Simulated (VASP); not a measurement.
Given:

```yaml
crystal:
  lattice:
    - [3.89934, 0.00000, 0.00000]
    - [0.00000, 3.89934, 0.00000]
    - [0.00000, 0.00000, 3.89934]
  atoms:
    - { symbol: Sr, position: [0.00000, 0.00000, 0.00000] }
    - { symbol: V, position: [0.50000, 0.50000, 0.50000] }
    - { symbol: O, position: [0.50000, 0.00000, 0.50000] }
    - { symbol: O, position: [0.00000, 0.50000, 0.50000] }
    - { symbol: O, position: [0.50000, 0.50000, 0.00000] }
```

Method: RPBE GGA, VASP's PBE PAW potentials (set 64) (plane waves; VASP). Numerical set-up: 520 eV cut-off, 9×9×9 Γ-centred mesh, tetrahedra with Blöchl corrections, potentials Sr_sv V_sv O.

**Question.** Predict the energy per atom (σ→0), band gap (on the k-mesh) with the smallest direct gap where there is one.

**Answer.** 
* **band gap (on the k-mesh)**: none (metal, semimetal or under 0.01 eV)
* **energy per atom (σ→0)**: -7.434 eV/atom

Only differences to runs with the same potentials and settings are physical.

The compound is SrVO3 in the cubic perovskite structure. It was relaxed first. The run is not spin-polarised, so no magnetic state was tried. The electron count is odd and the run is not spin-polarised, which forces a metal.
